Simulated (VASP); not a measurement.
Energy against volume of BN (wurtzite). These are vdW-DF2, VASP's PBE PAW potentials (set 64) (plane waves; VASP 6.6.1) values and carry that method's errors. Settings: 520 eV cut-off, 10×10×5 Γ-centred mesh, Gaussian smearing of 0.050 eV, potentials B N.

Shape and ions are relaxed at each volume.

```
V (Å³/atom)  E (eV/atom)
-----------  -----------
5.946           -7.24757
6.130           -7.25438
6.314           -7.24913
6.498           -7.23342
```

Task: Fit these four points and predict the energy of the run at 5.762 Å³/atom.

Result: A cubic in V^(−2/3), the third-order Birch-Murnaghan form, passes through the four points with V0 = 6.14 Å³/atom and B0 = 348 GPa, and gives -7.2269 eV/atom there. The run gave -7.2269 eV/atom, +0.1 meV/atom from the fit; all five points give B0 = 348 GPa.

The compound is BN in the wurtzite structure, a metastable high-pressure form. It was relaxed first.
